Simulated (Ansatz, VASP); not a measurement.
**One calculation of Be16B, two programs**

```
Be B
1.0
     4.58000    0.00000    0.00000
     2.29000    3.96640    0.00000
     0.00000    0.00000   17.38265
Be B
16 1
Direct
  0.83333 0.33333 0.05753
  0.33333 0.33333 0.05753
  0.83333 0.83333 0.05753
  0.33333 0.83333 0.05753
  0.00176 0.00184 0.16060
  0.49989 0.99965 0.16082
  0.99953 0.49999 0.16081
  0.50121 0.50127 0.16093
  0.82723 0.33426 0.26426
  0.32967 0.32983 0.26382
  0.83947 0.83971 0.26297
  0.33417 0.82732 0.26428
  0.02960 0.02975 0.37674
  0.53583 0.97515 0.36185
  0.97496 0.53606 0.36180
  0.47989 0.48005 0.37619
  0.26013 0.26055 0.42852
```

Alike in both runs: functional PBE; k mesh 4 × 4 × 1; occupations fermi-dirac, width 0.15 eV; no spin polarisation.

Ansatz relaxed the structure, and its values are those at the end. VASP's run is a single point on that final structure, the one shown.

|  | VASP | Ansatz |
| --- | --- | --- |
| version | VASP 6.6.1 | Ansatz 0.2.0 |
| potentials or method | VASP PAW PBE potentials, release 64 (Be, B) | scalar-relativistic, plane waves, PAW |
| plane-wave cutoff (eV) | 520 | 420 |
| valence electrons in the cell | 35 | 35 |

|  | VASP | Ansatz | Ansatz less VASP |
| --- | --- | --- | --- |
| rms of the force components (eV/Å) | 0.009 | 0.008 | -0.0017 |

Caveats: the k mesh is coarse (spacing up to 0.40 Å⁻¹), so the values aren't converged.
